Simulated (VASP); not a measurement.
An input for Ansatz (written as the equivalent of a VASP run, and not itself run):

Ansatz 0.2 input:
```yaml
crystal:
  lattice:
    - [6.1000000, 0.0000000, 0.0000000]
    - [0.0000000, 3.6690000, 0.0000000]
    - [0.0000000, 0.0000000, 6.2000000]
  atoms:
    - { symbol: Se, position: [0.2500000, 0.0000000, 0.3300000] }
    - { symbol: Se, position: [0.7500000, 0.0000000, 0.6700000] }
    - { symbol: Se, position: [0.2500000, 0.5000000, 0.8300000] }
    - { symbol: Se, position: [0.7500000, 0.5000000, 0.1700000] }
    - { symbol: Ti, position: [0.0000000, 0.0000000, 0.0000000] }
    - { symbol: Zr, position: [0.0000000, 0.5000000, 0.5000000] }
kpoints:
  mp_grid: { grid: [3, 5, 3] }
hamiltonian:
  xc: pbesol
  pseudopotentials: { kind: paw }
scf:
  occupations: { method: fermi_dirac, width: 0.1 }
  max_iter: 100
output: { forces: true, stress: true, eigenvalues: true }
```

Question: Write the VASP files for the same calculation (PBEsol).

Answer: One answer among several that fit: 
### POSCAR
```
ZrTiSe4
1
    6.1000000000     0.0000000000     0.0000000000
    0.0000000000     3.6690000000     0.0000000000
    0.0000000000     0.0000000000     6.2000000000
Se Ti Zr
4 1 1
Direct
  0.2500000000   0.0000000000   0.3300000000
  0.7500000000   0.0000000000   0.6700000000
  0.2500000000   0.5000000000   0.8300000000
  0.7500000000   0.5000000000   0.1700000000
  0.0000000000   0.0000000000   0.0000000000
  0.0000000000   0.5000000000   0.5000000000
```

### KPOINTS
```
Automatic mesh
0
Gamma
3 5 3
0 0 0
```

INCAR:
```
# general
SYSTEM =ZrTiSe4
PREC   =Accurate
ENCUT  =300
LREAL  =.FALSE.   # projection in real space or not
LASPH  =.TRUE.   # aspherical one-centre terms

# electronic loop
EDIFF  =1E-6   # SCF stop (eV)
NELM   =100   # most electronic steps
ALGO   =Normal   # blocked Davidson
LMAXMIX=4   # l cut-off of mixed one-centre charges

# smearing
ISMEAR =-1
SIGMA  =0.1   # width (eV)

# functional
GGA    =PS   # PBEsol

# ions
ISIF   =2   # forces and stress, cell fixed

# output
LWAVE  =.FALSE.
LCHARG =.FALSE.
```

POTCAR, in this order: Se Ti_sv Zr_sv (PBE.64 set). Program: vasp_std.

The two are equivalent in intent, not identical: each code has its own PAW files, so the cut-off isn't converted (ENCUT is set for VASP's; basis.ecutwfc is left out, and Ansatz then takes the one that its files recommend); Ansatz stops its SCF on the density residual and VASP on the energy change (EDIFF).

The structure comes from a measured ZrTiSe4 entry of the Crystallography Open Database, whose conditions weren't checked. The cell was not relaxed at this level. The k-mesh is coarse (spacing up to 0.34 per Å, 2π included), so the numbers may not be converged in it.
